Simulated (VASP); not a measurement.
Calculation: PBE GGA, VASP's PBE PAW potentials (set 64) (plane waves; VASP).

VASP input:

INCAR:
```
# general
SYSTEM  =  NaCl
PREC    =  Accurate
ENCUT   =  300   # plane-wave cut-off (eV)
LREAL   =  F
LASPH   =  T

# electronic loop
EDIFF   =  1E-6
NELM    =  100   # most electronic steps
ALGO    =  Normal   # blocked Davidson

# smearing
ISMEAR  =  0   # Gaussian
SIGMA   =  0.01   # width (eV)

# functional
GGA     =  PE

# ions
ISIF    =  2   # forces and stress, cell fixed

# output
LWAVE   =  F
LCHARG  =  F
```

### KPOINTS
```
Automatic mesh
0
Gamma
3 3 3
0 0 0
```

### POSCAR
```
NaCl
5.5763940
  0.0000000000   0.5000000000   0.5000000000
  0.5000000000   0.0000000000   0.5000000000
  0.5000000000   0.5000000000   0.0000000000
Na Cl
1 1
Direct
  0.0000000000   0.0000000000   0.0000000000
  0.5000000000   0.5000000000   0.5000000000
```

POTCAR, in this order: Na_pv Cl (PBE.64 set). Program: vasp_std.

At this cut-off the stress carries a Pulay error, which pulls relaxed volumes low. Gaps are read on the run's mesh, which can miss a band edge.

Estimate the energy per atom (σ→0), pressure, band gap (on the k-mesh).

| Property | Value |
|---|---|
| energy per atom (σ→0) | -3.371 eV/atom |
| band gap (on the k-mesh) | 5.23 eV |
| pressure | 17.1 kbar |

**OSZICAR**
```
...
DAV:   6    -0.674980087456E+01    0.19116E+00   -0.35227E-01    97   0.410E+00    0.171E+00
DAV:   7    -0.673728148079E+01    0.12519E-01   -0.89747E-02    97   0.208E+00    0.112E+00
DAV:   8    -0.674286358548E+01   -0.55821E-02   -0.86160E-03    88   0.100E+00    0.215E-01
DAV:   9    -0.674281594343E+01    0.47642E-04   -0.17297E-04   112   0.130E-01    0.108E-01
DAV:  10    -0.674294014388E+01   -0.12420E-03   -0.24617E-04    88   0.152E-01    0.336E-02
DAV:  11    -0.674293592506E+01    0.42188E-05   -0.15150E-05   103   0.473E-02    0.177E-03
DAV:  12    -0.674293665814E+01   -0.73307E-06   -0.77360E-07    88   0.851E-03
   1 F= -.67429367E+01 E0= -.67429367E+01  d E =-.145739E-18
```

The structure comes from a computed database's NaCl entry; how it stands against other phases isn't given here. The cell was not relaxed at this level. The k-mesh is coarse (spacing up to 0.65 per Å, 2π included), so the numbers may not be converged in it. The run is one of a series of settings (KPOINTS 3×3×3 Γ-centred mesh against the base run), some of them coarse on purpose.
